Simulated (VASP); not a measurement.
```
IrO2
1.0
    4.52989     0.00000     0.00000
    0.00000     4.52989     0.00000
    0.00000     0.00000     3.20044
Ir O
2 4
Direct
  0.00000   0.00000   0.00000
  0.50000   0.50000   0.50000
  0.30868   0.30868   0.00000
  0.80868   0.19132   0.50000
  0.19132   0.80868   0.50000
  0.69132   0.69132   0.00000
```

The numbers are results of optB88-vdW, VASP's PBE PAW potentials (set 64) (plane waves; VASP), not measurements. Settings: 520 eV cut-off, 8×8×11 Γ-centred mesh, tetrahedra with Blöchl corrections, potentials Ir O.

The cores are frozen, which limits the accuracy of field gradients.

Problem. Give the principal components of the electric field gradient (V/Å²) and the asymmetry η at each nucleus.

Solution. 
```
atom     Vxx    Vyy    Vzz     η
----  ------  -----  -----  ----
Ir1   -175.0  -19.2  194.2  0.80
Ir2   -175.0  -19.2  194.2  0.80
O3      56.2   42.1  -98.3  0.14
O4      56.2   42.1  -98.3  0.14
O5      56.2   42.1  -98.3  0.14
O6      56.2   42.1  -98.3  0.14
```

The compound is IrO2 in the rutile structure. It was relaxed first.
